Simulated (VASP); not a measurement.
Input:

```
CELL_PARAMETERS angstrom
      0.00000     2.99696     2.99696
      2.99696     0.00000     2.99696
      2.99696     2.99696     0.00000
ATOMIC_POSITIONS crystal
  Cd 0.00000 0.00000 0.00000
  S  0.25000 0.25000 0.25000
```

The numbers are results of revPBE GGA, VASP's PBE PAW potentials (set 64) (plane waves; VASP 6.6.1), not measurements. Settings: 520 eV cut-off, 9×9×9 Γ-centred mesh, tetrahedra with Blöchl corrections, potentials Cd S.

Task: Estimate the energy per atom (σ→0), band gap (on the k-mesh) with the smallest direct gap where there is one.

Result: 
```
Item                                         Result
-----------------------------------  --------------
band gap (on the k-mesh)                    1.10 eV
smallest direct gap (on the k-mesh)         1.10 eV
energy per atom (σ→0)                -2.796 eV/atom
```

The compound is CdS in the zinc blende structure, a metastable form; wurtzite is the usual one. It was relaxed first, which changed the volume by +9 %.
